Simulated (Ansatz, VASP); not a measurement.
# Cross-check of WSe2 between VASP and Ansatz, part 2 of 2

One calculation is typed for both programs; each brings its own data sets. How far apart do they land? The cell is taken from a series of runs on this material, whose earlier steps may have relaxed, scaled, displaced or heated it; both programs get it as it stands.

VASP 6.6.1 and Ansatz 0.2.0.

So far: The structure; Ansatz: zone-centre phonons, PBEsol; VASP: zone-centre phonons, PBEsol.

## 3. VASP: zone-centre phonons, PBEsol (continued)

Level of this step: PBEsol, no spin polarisation; plane waves and PAW (W, Se) (VASP).

Numbers of over 12 decimals in the logs are rounded to 6 here.

From OUTCAR (step 3):

```text
ion  position               nearest neighbor table
   1  0.333  0.667  0.250-   4 2.52   6 2.52   4 2.52   6 2.52   4 2.52   6 2.52
   2  0.667  0.333  0.750-   3 2.52   5 2.52   3 2.52   5 2.52   3 2.52   5 2.52
   3  0.333  0.667  0.623-   2 2.52   2 2.52   2 2.52
   4  0.667  0.333  0.123-   1 2.52   1 2.52   1 2.52
   5  0.333  0.667  0.877-   2 2.52   2 2.52   2 2.52
   6  0.667  0.333  0.377-   1 2.52   1 2.52   1 2.52

  LATTYP: Found a hexagonal cell.
 ALAT       =     3.2710351942
 C/A-ratio  =     4.0430649726

 Subroutine GETGRP returns: Found 24 space group operations
 (whereof 12 operations were pure point group operations)

The static configuration has the point symmetry D_3d.
 The point group associated with its full space group is D_6h.

 Found     24 irreducible k-points:

   k-points           NKPTS =     24   k-points in BZ     NKDIM =     24   number of bands    NBANDS=     24

   dimension x,y,z NGX =    28 NGY =   28 NGZ =  108
   dimension x,y,z NGXF=    56 NGYF=   56 NGZF=  216

   ENCUT  =  600.0 eV  44.10 Ry    6.64 a.u.   6.53  6.53 26.41*2*pi/ulx,y,z

   NELECT =      36.0000    total number of electrons

 k-points in reciprocal lattice and weights: Automatic mesh
   0.00000000  0.00000000  0.00000000       0.006
   0.11111111  0.00000000  0.00000000       0.037
   0.22222222 -0.00000000  0.00000000       0.037
   0.33333333 -0.00000000  0.00000000       0.037
   0.44444444 -0.00000000  0.00000000       0.037
   0.11111111  0.11111111  0.00000000       0.037
   0.22222222  0.11111111  0.00000000       0.074
   0.33333333  0.11111111  0.00000000       0.074
   0.44444444  0.11111111  0.00000000       0.037
[...]
0.33333333  0.22222222  0.50000000       0.074
   0.33333333  0.33333333  0.50000000       0.012

 average (electrostatic) potential at core
       1 -40.5490       2 -40.5490       3 -53.2765       4 -53.2765       5 -53.2765
       6 -53.2765

  Total       -0.1797246     -0.1797246     -0.1183994     -0.0000000      0.0000000      0.0000000
  in kB       -2.3497474     -2.3497474     -1.5479718     -0.0000000      0.0000000      0.0000000
  external PRESSURE =      -2.0824889 kB  Pullay stress =       0.0000000 kB

  energy-cutoff  :      600.00
  volume of cell :      122.55
      direct lattice vectors                 reciprocal lattice vectors
     3.271035194  0.000000000  0.000000000     0.305713617  0.176503839  0.000000000
    -1.635517597  2.832799575  0.000000000     0.000000000  0.353007678  0.000000000
     0.000000000  0.000000000 13.225007818     0.000000000  0.000000000  0.075614322

 POSITION                                       TOTAL-FORCE (eV/Angst)
[...]
1.63552      0.94427      9.91876         0.000000      0.000000      0.000000
     -0.00000      1.88853      8.24455        -0.000000     -0.000000      0.016832
      1.63552      0.94427      1.63205        -0.000000     -0.000000      0.016832
     -0.00000      1.88853     11.59296         0.000000      0.000000     -0.016832
      1.63552      0.94427      4.98046        -0.000000      0.000000     -0.016832
 -----------------------------------------------------------------------------------
    total drift:                               -0.000000      0.000000     -0.000000

 Eigenvectors and eigenvalues of the dynamical matrix
 ----------------------------------------------------

   1 f  =    9.214719 THz    57.897788 2PiTHz  307.369947 cm-1    38.108999 meV
             X         Y         Z           dx          dy          dz
     -0.000000  1.888533  3.306252    -0.000000    0.000000   -0.478946
      1.635518  0.944267  9.918756    -0.000000   -0.000000    0.478946
     -0.000000  1.888533  8.244551     0.000000    0.000000   -0.367839
      1.635518  0.944267  1.632047     0.000000   -0.000000    0.367839
     -0.000000  1.888533 11.592961     0.000000    0.000000   -0.367839
      1.635518  0.944267  4.980457     0.000000    0.000000    0.367839

   2 f  =    9.165091 THz    57.585963 2PiTHz  305.714519 cm-1    37.903752 meV
             X         Y         Z           dx          dy          dz
     -0.000000  1.888533  3.306252     0.000000   -0.000000    0.480667
      1.635518  0.944267  9.918756    -0.000000   -0.000000    0.480667
     -0.000000  1.888533  8.244551     0.000000    0.000000   -0.366715
      1.635518  0.944267  1.632047    -0.000000    0.000000   -0.366715
     -0.000000  1.888533 11.592961     0.000000    0.000000   -0.366715
      1.635518  0.944267  4.980457    -0.000000   -0.000000   -0.366715

   3 f  =    7.500520 THz    47.127155 2PiTHz  250.190407 cm-1    31.019643 meV
             X         Y         Z           dx          dy          dz
     -0.000000  1.888533  3.306252     0.000000   -0.000000   -0.000000
      1.635518  0.944267  9.918756    -0.000000   -0.000000   -0.000000
     -0.000000  1.888533  8.244551     0.000000    0.000000   -0.500000
      1.635518  0.944267  1.632047    -0.000000    0.000000   -0.500000
     -0.000000  1.888533 11.592961     0.000000    0.000000    0.500000
      1.635518  0.944267  4.980457    -0.000000   -0.000000    0.500000

   4 f  =    7.484039 THz    47.023604 2PiTHz  249.640669 cm-1    30.951484 meV
             X         Y         Z           dx          dy          dz
     -0.000000  1.888533  3.306252     0.000000   -0.000000   -0.000000
      1.635518  0.944267  9.918756     0.000000   -0.000000    0.000000
     -0.000000  1.888533  8.244551    -0.000000    0.000000    0.500000
      1.635518  0.944267  1.632047    -0.000000    0.000000   -0.500000
     -0.000000  1.888533 11.592961    -0.000000    0.000000   -0.500000
      1.635518  0.944267  4.980457    -0.000000    0.000000    0.500000

   5 f  =    7.381263 THz    46.377843 2PiTHz  246.212430 cm-1    30.526437 meV
             X         Y         Z           dx          dy          dz
     -0.000000  1.888533  3.306252     0.000002   -0.480642   -0.000000
      1.635518  0.944267  9.918756     0.000002   -0.480642   -0.000000
     -0.000000  1.888533  8.244551    -0.000001    0.366731    0.000000
      1.635518  0.944267  1.632047    -0.000001    0.366731    0.000000
     -0.000000  1.888533 11.592961    -0.000001    0.366731    0.000000
      1.635518  0.944267  4.980457    -0.000001    0.366731   -0.000000

   6 f  =    7.381263 THz    46.377843 2PiTHz  246.212430 cm-1    30.526437 meV
             X         Y         Z           dx          dy          dz
     -0.000000  1.888533  3.306252    -0.480642   -0.000002   -0.000000
      1.635518  0.944267  9.918756    -0.480642   -0.000002   -0.000000
     -0.000000  1.888533  8.244551     0.366731    0.000001    0.000000
      1.635518  0.944267  1.632047     0.366731    0.000001   -0.000000
     -0.000000  1.888533 11.592961     0.366731    0.000001   -0.000000
      1.635518  0.944267  4.980457     0.366731    0.000001    0.000000

   7 f  =    7.380214 THz    46.371253 2PiTHz  246.177442 cm-1    30.522099 meV
             X         Y         Z           dx          dy          dz
     -0.000000  1.888533  3.306252    -0.000001   -0.480049    0.000000
      1.635518  0.944267  9.918756     0.000001    0.480049    0.000000
     -0.000000  1.888533  8.244551    -0.000001   -0.367119   -0.000000
      1.635518  0.944267  1.632047     0.000001    0.367119    0.000000
     -0.000000  1.888533 11.592961    -0.000001   -0.367119   -0.000000
      1.635518  0.944267  4.980457     0.000001    0.367119   -0.000000

   8 f  =    7.380214 THz    46.371253 2PiTHz  246.177442 cm-1    30.522099 meV
             X         Y         Z           dx          dy          dz
     -0.000000  1.888533  3.306252     0.480049   -0.000001    0.000000
      1.635518  0.944267  9.918756    -0.480049    0.000001    0.000000
     -0.000000  1.888533  8.244551     0.367119   -0.000001    0.000000
      1.635518  0.944267  1.632047    -0.367119    0.000001    0.000000
     -0.000000  1.888533 11.592961     0.367119   -0.000001   -0.000000
      1.635518  0.944267  4.980457    -0.367119    0.000001   -0.000000

   9 f  =    5.233177 THz    32.881024 2PiTHz  174.560011 cm-1    21.642673 meV
             X         Y         Z           dx          dy          dz
     -0.000000  1.888533  3.306252     0.000000   -0.000000    0.000000
      1.635518  0.944267  9.918756    -0.000000   -0.000000    0.000000
     -0.000000  1.888533  8.244551     0.000001   -0.500000    0.000000
      1.635518  0.944267  1.632047     0.000001   -0.500000    0.000000
     -0.000000  1.888533 11.592961    -0.000001    0.500000    0.000000
      1.635518  0.944267  4.980457    -0.000001    0.500000    0.000000

  10 f  =    5.233177 THz    32.881024 2PiTHz  174.560011 cm-1    21.642673 meV
             X         Y         Z           dx          dy          dz
     -0.000000  1.888533  3.306252     0.000000    0.000000   -0.000000
      1.635518  0.944267  9.918756    -0.000000   -0.000000   -0.000000
     -0.000000  1.888533  8.244551     0.500000    0.000001   -0.000000
      1.635518  0.944267  1.632047     0.500000    0.000001   -0.000000
     -0.000000  1.888533 11.592961    -0.500000   -0.000001   -0.000000
      1.635518  0.944267  4.980457    -0.500000   -0.000001   -0.000000

  11 f  =    5.195648 THz    32.645216 2PiTHz  173.308147 cm-1    21.487462 meV
             X         Y         Z           dx          dy          dz
     -0.000000  1.888533  3.306252    -0.000000    0.000000    0.000000
      1.635518  0.944267  9.918756     0.000000   -0.000000   -0.000000
     -0.000000  1.888533  8.244551    -0.000001    0.500000   -0.000000
      1.635518  0.944267  1.632047     0.000001   -0.500000   -0.000000
     -0.000000  1.888533 11.592961     0.000001   -0.500000   -0.000000
      1.635518  0.944267  4.980457    -0.000001    0.500000   -0.000000

  12 f  =    5.195648 THz    32.645216 2PiTHz  173.308147 cm-1    21.487462 meV
             X         Y         Z           dx          dy          dz
     -0.000000  1.888533  3.306252     0.000000   -0.000000   -0.000000
      1.635518  0.944267  9.918756     0.000000    0.000000    0.000000
     -0.000000  1.888533  8.244551    -0.500000   -0.000001    0.000000
      1.635518  0.944267  1.632047     0.500000    0.000001   -0.000000
     -0.000000  1.888533 11.592961     0.500000    0.000001   -0.000000
      1.635518  0.944267  4.980457    -0.500000   -0.000001   -0.000000

  13 f  =    0.797168 THz     5.008754 2PiTHz   26.590658 cm-1     3.296820 meV
             X         Y         Z           dx          dy          dz
     -0.000000  1.888533  3.306252    -0.000000    0.000000    0.520203
      1.635518  0.944267  9.918756     0.000000   -0.000000   -0.520203
     -0.000000  1.888533  8.244551     0.000000   -0.000000   -0.338666
      1.635518  0.944267  1.632047    -0.000000    0.000000    0.338666
     -0.000000  1.888533 11.592961     0.000000   -0.000000   -0.338666
      1.635518  0.944267  4.980457    -0.000000    0.000000    0.338666
    [... 43 further lines ...]
     -0.000000  1.888533 11.592961    -0.323214   -0.105078    0.000000
      1.635518  0.944267  4.980457    -0.323214   -0.105078    0.000000

 ELASTIC MODULI CONTR FROM IONIC RELAXATION (kBar)
 Direction    XX          YY          ZZ          XY          YZ          ZX
 --------------------------------------------------------------------------------
 XX        -458.2100   -283.5213   -964.7547      0.0000     -0.0000     -0.0000
 YY        -283.5213   -458.2100   -964.7547     -0.0000      0.0000      0.0000
 ZZ        -964.7547   -964.7547  -2509.6737     -0.0000      0.0000     -0.0000
 XY           0.0000     -0.0000     -0.0000    -87.3444      0.0000      0.0000
 YZ          -0.0000      0.0000      0.0000      0.0000  -1219.5697      0.0000
 ZX          -0.0000      0.0000     -0.0000     -0.0000      0.0000  -1087.9206
 --------------------------------------------------------------------------------
```

This run has no spin polarisation, so a moment on W, if there is one, isn't seen. The data set W keeps the semicore shell frozen, which is cheaper and a little less accurate.

## 4. Comparison

Known differences besides the potentials themselves: fixed occupations in Ansatz, narrow Gaussian smearing in VASP; the data sets hold 92 valence electrons in Ansatz (on its PAW soft_1 files) and 36 in VASP; the cutoff is 340 eV in Ansatz and 600 eV in VASP; Ansatz makes its cores anew for this functional, VASP keeps those of its PBE data sets; Ansatz's log warns that its cutoff lies below the recommended one. Total energies have different zeros and are not compared.

Both answers:

```
                   quantity  Ansatz   VASP  difference
 optical mode 1 to 2 (cm⁻¹)    19.2   19.5        -0.3
      optical mode 3 (cm⁻¹)    26.6   26.6         0.0
 optical mode 4 to 5 (cm⁻¹)   172.7  173.3     -0.36 %
 optical mode 6 to 7 (cm⁻¹)   173.7  174.6     -0.48 %
optical mode 8 to 11 (cm⁻¹)   245.5  246.2     -0.27 %
     optical mode 12 (cm⁻¹)   246.8  249.6     -1.16 %
     optical mode 13 (cm⁻¹)   247.7  250.2     -1.00 %
     optical mode 14 (cm⁻¹)   305.1  305.7     -0.21 %
     optical mode 15 (cm⁻¹)   306.4  307.4     -0.30 %
```

Modes are paired by rising frequency, not by their patterns, so a pair may set unlike modes beside each other; they are those without the splitting of longitudinal modes.

## 5. Summary of results

| Item | Value |
| --- | --- |
| r.m.s. difference of the optical zone-centre modes, each program's sorted by frequency (zone-centre phonons, PBEsol) | 1.2 cm⁻¹ |
| difference in optical mode 12 (zone-centre phonons, PBEsol) | -1.2 % |

**Reading.** The r.m.s. difference of the optical zone-centre modes, each program's sorted by frequency is 1.2 cm⁻¹ (zone-centre phonons, PBEsol). The data sets hold unlike numbers of valence electrons (92 in Ansatz and 36 in VASP), so part of the differences comes from the potentials. Among the rows given in per cent, the largest difference of the zone-centre phonons, PBEsol pair is in optical mode 12, -1.2 %. How closely two codes agree says nothing of how well the functional describes the real material.

[Lines on the potential files, build, host, timing and source positions are cut from VASP's logs without a mark.]

[Logs are printed without paths, hosts, clocks, repeated set-up lines and the standing remarks that a program may print on its own settings, such as how far it seeks lower states.]

[Hosts, paths, dates, database ids (printed as entryN), source tags and the programs' standing remarks are cut or masked in the printed files.]
